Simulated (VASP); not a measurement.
Calculation: PBE GGA, VASP's PBE PAW potentials (set 64) (plane waves; VASP).

VASP ran on this input.

KPOINTS:
```
K-points
0
gamma
14 14 14
0 0 0
```

### POSCAR
```
KBr
1
    0.0000000000     3.2988230000     3.2988230000
    3.2988230000     0.0000000000     3.2988230000
    3.2988230000     3.2988230000     0.0000000000
K Br
1 1
Direct
  0.0000000000   0.0000000000   0.0000000000
  0.5000000000   0.5000000000   0.5000000000
```

**INCAR**
```
SYSTEM = KBr
PREC = Accurate
ENCUT = 300
EDIFF = 1E-6
NELM = 100
ALGO = Normal
LREAL = .FALSE.
LASPH = .TRUE.
ISMEAR = 0
SIGMA = 0.01
GGA = PE
LMAXMIX = 4
LWAVE = .FALSE.
LCHARG = .FALSE.
ISIF = 2
```

POTCAR, in this order: K_sv Br (PBE.64 set). Program: vasp_std.

Output

OSZICAR:
```
       N       E                     dE             d eps       ncg     rms          rms(c)
DAV:   1     0.724295576788E+02    0.72430E+02   -0.52065E+03  2496   0.765E+02
DAV:   2    -0.224207526069E+01   -0.74672E+02   -0.70616E+02  3248   0.211E+02
DAV:   3    -0.625083596568E+01   -0.40088E+01   -0.39952E+01  3240   0.464E+01
DAV:   4    -0.638560981574E+01   -0.13477E+00   -0.13464E+00  4120   0.783E+00
DAV:   5    -0.638705106466E+01   -0.14412E-02   -0.14412E-02  3296   0.788E-01    0.327E+00
DAV:   6    -0.621460090477E+01    0.17245E+00   -0.28214E-01  3064   0.273E+00    0.238E+00
DAV:   7    -0.620344603328E+01    0.11155E-01   -0.13800E-01  3168   0.210E+00    0.107E+00
DAV:   8    -0.621265961535E+01   -0.92136E-02   -0.14994E-02  3280   0.970E-01    0.124E-01
DAV:   9    -0.621331178018E+01   -0.65216E-03   -0.71408E-04  3268   0.176E-01    0.817E-02
DAV:  10    -0.621377465494E+01   -0.46287E-03   -0.54723E-04  2892   0.158E-01    0.177E-02
DAV:  11    -0.621378005790E+01   -0.54030E-05   -0.19347E-05  3536   0.261E-02    0.417E-03
DAV:  12    -0.621378287671E+01   -0.28188E-05   -0.34754E-06  2992   0.141E-02    0.496E-03
DAV:  13    -0.621378291843E+01   -0.41717E-07   -0.34152E-07  2384   0.347E-03
   1 F= -.62137829E+01 E0= -.62137829E+01  d E =-.110474E-83
```

**OUTCAR**
```
------------------------ aborting loop because EDIFF is reached ----------------------------------------
  FORCE on cell =-STRESS in cart. coord.  units (eV):
  Direction    XX          YY          ZZ          XY          YZ          ZX
  --------------------------------------------------------------------------------------
  Total        0.2891924      0.2891924      0.2891924      0.0000000      0.0000000      0.0000000
  in kB        6.4534281      6.4534281      6.4534281      0.0000000      0.0000000      0.0000000
  external PRESSURE =       6.4534281 kB  Pullay stress =       0.0000000 kB
  volume of cell :       71.80
      direct lattice vectors                 reciprocal lattice vectors
     0.000000000  3.298823000  3.298823000    -0.151569211  0.151569211  0.151569211
     3.298823000  0.000000000  3.298823000     0.151569211 -0.151569211  0.151569211
     3.298823000  3.298823000  0.000000000     0.151569211  0.151569211 -0.151569211
  FREE ENERGIE OF THE ION-ELECTRON SYSTEM (eV)
  ---------------------------------------------------
  free  energy   TOTEN  =        -6.2137829184 eV

  energy  without entropy=       -6.2137829184  energy(sigma->0) =       -6.21378292
```
(Selected blocks of OUTCAR.)

OUTCAR:
```
 val. band max:       -1.7349173738   @ k =   0.0000   0.0000   0.0000

 cond. band min:       2.7012414354   @ k =   0.0000   0.0000   0.0000


 Fermi energy:        -1.6002618219

 k-point     1 :       0.0000    0.0000    0.0000
  band No.  band energies     occupation
      1     -29.5167      2.00000
      2     -14.0309      2.00000
      3     -12.9922      2.00000
      4     -12.9922      2.00000
      5     -12.9922      2.00000
      6      -1.7349      2.00000
      7      -1.7349      2.00000
      8      -1.7349      2.00000
      9       2.7012      0.00000
     10       5.8677      0.00000
     11       5.8677      0.00000
     12       5.8677      0.00000

 k-point     2 :       0.0714    0.0000    0.0000
  band No.  band energies     occupation
      1     -29.5165      2.00000
      2     -14.0415      2.00000
      3     -12.9925      2.00000
      4     -12.9925      2.00000
      5     -12.9782      2.00000
      6      -1.8140      2.00000
      7      -1.7528      2.00000
      8      -1.7528      2.00000
      9       2.8368      0.00000
     10       5.8268      0.00000
     11       5.9292      0.00000
     12       5.9292      0.00000

 k-point     3 :       0.1429    0.0000    0.0000
  band No.  band energies     occupation
      1     -29.5157      2.00000
      2     -14.0700      2.00000
      3     -12.9932      2.00000
      4     -12.9932      2.00000
      5     -12.9395      2.00000
      6      -2.0176      2.00000
      7      -1.8021      2.00000
      8      -1.8021      2.00000
      9       3.2017      0.00000
     10       5.7484      0.00000
     11       6.1086      0.00000
     12       6.1086      0.00000

 k-point     4 :       0.2143    0.0000    0.0000
  band No.  band energies     occupation
      1     -29.5145      2.00000
      2     -14.1082      2.00000
      3     -12.9944      2.00000
      4     -12.9944      2.00000
      5     -12.8871      2.00000
      6      -2.2769      2.00000
...
```

At this cut-off the stress carries a Pulay error, which pulls relaxed volumes low.

The structure comes from a computed database's KBr entry; how it stands against other phases isn't given here. The cell was not relaxed at this level. The run is one of a series of settings (KPOINTS 14×14×14 Γ-centred mesh against the base run), some of them coarse on purpose.
